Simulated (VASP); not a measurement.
Method: PBE GGA, VASP's PBE PAW potentials (set 64) (plane waves; VASP 6.6.1).

The input files of a VASP run:

File POSCAR:
```
Fe
1
   -1.4155321406     1.4155321406     1.4155321406
    1.4155321406    -1.4155321406     1.4155321406
    1.4155321406     1.4155321406    -1.4155321406
Fe
1
Direct
  0.0000000000   0.0000000000   0.0000000000
```

File KPOINTS:
```
kpoints
0
gamma
16 16 16
```

**INCAR**
```
ALGO = Normal
EDIFF = 1E-7
ENCUT = 480
GGA = PE
ISIF = 2
ISMEAR = 1
ISPIN = 2
LASPH = .TRUE.
LCHARG = .FALSE.
LMAXMIX = 4
LORBIT = 10
LREAL = .FALSE.
LWAVE = .FALSE.
MAGMOM = 2.2
NELM = 100
PREC = Accurate
SIGMA = 0.1
SYSTEM = Fe
```

POTCAR, in this order: Fe (PBE.64 set). Program: vasp_std.

What VASP printed:

### OUTCAR
```
 ion  position               nearest neighbor table
   1  0.000  0.000  0.000-
  LATTYP: Found a body centered cubic cell.
 ALAT       =     2.8310642812
 Subroutine PRICEL returns:
 Original cell was already a primitive cell.
 Subroutine GETGRP returns: Found 48 space group operations
The static configuration has the point symmetry O_h .
The dynamic configuration has the point symmetry O_h .
The overall configuration has the point symmetry O_h .
 Subroutine INISYM returns: Found 48 space group operations
 Subroutine IBZKPT returns following result:
 Found    145 irreducible k-points:

 Following reciprocal coordinates:
            Coordinates               Weight
  0.000000  0.000000  0.000000      1.000000
  0.062500  0.000000  0.000000     12.000000
  0.125000  0.000000  0.000000     12.000000
  0.187500  0.000000  0.000000     12.000000
  0.250000  0.000000  0.000000     12.000000
  0.312500  0.000000  0.000000     12.000000
  0.375000  0.000000  0.000000     12.000000
  0.437500  0.000000  0.000000     12.000000
  0.500000  0.000000  0.000000      6.000000
...
```

### OSZICAR
```
       N       E                     dE             d eps       ncg     rms          rms(c)
DAV:   1     0.146506766236E+02    0.14651E+02   -0.39445E+03  5428   0.102E+03
DAV:   2    -0.900053198317E+01   -0.23651E+02   -0.22322E+02  5259   0.126E+02
DAV:   3    -0.928032184867E+01   -0.27979E+00   -0.27904E+00  5817   0.189E+01
DAV:   4    -0.928168052573E+01   -0.13587E-02   -0.13586E-02  5799   0.121E+00
DAV:   5    -0.928169376805E+01   -0.13242E-04   -0.13242E-04  5699   0.105E-01    0.114E+01
DAV:   6    -0.832352851230E+01    0.95817E+00   -0.13259E+01  5528   0.583E+01    0.548E+00
DAV:   7    -0.825157260490E+01    0.71956E-01   -0.83779E-01  5519   0.142E+01    0.324E+00
DAV:   8    -0.824633860271E+01    0.52340E-02   -0.85649E-03  6444   0.797E-01    0.148E+00
DAV:   9    -0.824017280022E+01    0.61658E-02   -0.10276E-02  6580   0.882E-01    0.395E-01
DAV:  10    -0.824007652993E+01    0.96270E-04   -0.33338E-04  5424   0.292E-01    0.112E-01
DAV:  11    -0.824013205223E+01   -0.55522E-04   -0.36334E-04  5866   0.244E-01    0.407E-02
DAV:  12    -0.824013702315E+01   -0.49709E-05   -0.95191E-06  5375   0.486E-02    0.103E-02
DAV:  13    -0.824013705149E+01   -0.28344E-07   -0.33000E-07  5481   0.730E-03
   1 F= -.82401371E+01 E0= -.82401861E+01  d E =0.147167E-03  mag=     2.2120
```

OUTCAR:
```
------------------------ aborting loop because EDIFF is reached ----------------------------------------
  FORCE on cell =-STRESS in cart. coord.  units (eV):
  Direction    XX          YY          ZZ          XY          YZ          ZX
  --------------------------------------------------------------------------------------
  Total        0.0260874      0.0260874      0.0260874      0.0000000      0.0000000      0.0000000
  in kB        3.6840242      3.6840242      3.6840242      0.0000000      0.0000000      0.0000000
  external PRESSURE =       3.6840242 kB  Pullay stress =       0.0000000 kB
  volume of cell :       11.35
      direct lattice vectors                 reciprocal lattice vectors
    -1.415532141  1.415532141  1.415532141     0.000000000  0.353224053  0.353224053
     1.415532141 -1.415532141  1.415532141     0.353224053  0.000000000  0.353224053
     1.415532141  1.415532141 -1.415532141     0.353224053  0.353224053  0.000000000
 POSITION                                       TOTAL-FORCE (eV/Angst)
 -----------------------------------------------------------------------------------
      0.00000      0.00000      0.00000         0.000000     -0.000000     -0.000000
 -----------------------------------------------------------------------------------
    total drift:                                0.000000     -0.000000      0.000000
  FREE ENERGIE OF THE ION-ELECTRON SYSTEM (eV)
  ---------------------------------------------------
  free  energy   TOTEN  =        -8.2401370515 eV

  energy  without entropy=       -8.2402842187  energy(sigma->0) =       -8.24018611

 total charge

# of ion       s       p       d       tot
------------------------------------------
    1        0.488   0.542   6.242   7.271

 magnetization (x)

# of ion       s       p       d       tot
------------------------------------------
    1       -0.013  -0.054   2.275   2.208
```
(Selected blocks of OUTCAR.)

### OUTCAR
```
 val. band max:        5.8416489567   @ k =   0.4375   0.0625   0.0625

 cond. band min:       5.8471975675   @ k =  -0.4375   0.4375   0.3750


 Fermi energy:         5.8437184215

 spin component 1

 k-point     1 :       0.0000    0.0000    0.0000
  band No.  band energies     occupation
      1      -2.6069      1.00000
      2       3.5279      1.00000
      3       3.5279      1.00000
      4       3.5279      1.00000
      5       4.7473      1.00000
      6       4.7473      1.00000
      7      30.8679      0.00000
      8      30.8679      0.00000
      9      30.8679      0.00000

 k-point     2 :       0.0625    0.0000    0.0000
  band No.  band energies     occupation
      1      -2.4449      1.00000
      2       3.4836      1.00000
      3       3.5245      1.00000
      4       3.6150      1.00000
      5       4.7032      1.00000
      6       4.7508      1.00000
      7      29.8029      0.00000
      8      30.6279      0.00000
      9      30.7517      0.00000

 k-point     3 :       0.1250    0.0000    0.0000
  band No.  band energies     occupation
      1      -1.9714      1.00000
      2       3.3590      1.00000
      3       3.4981      1.00000
      4       3.8684      1.00000
      5       4.6091      1.00000
      6       4.7624      1.00000
      7      27.4439      0.00000
      8      29.7768      0.00000
      9      30.4726      0.00000

 k-point     4 :       0.1875    0.0000    0.0000
  band No.  band energies     occupation
      1      -1.2332      1.00000
      2       3.1763      1.00000
      3       3.4271      1.00000
      4       4.2630      1.00000
      5       4.5530      1.00000
      6       4.7841      1.00000
      7      24.6108      0.00000
      8      28.4664      0.00000
      9      30.1501      0.00000

 k-point     5 :       0.2500    0.0000    0.0000
  band No.  band energies     occupation
      1      -0.3454      1.00000
...
```

The compound is Fe in the bcc structure. It was relaxed first.
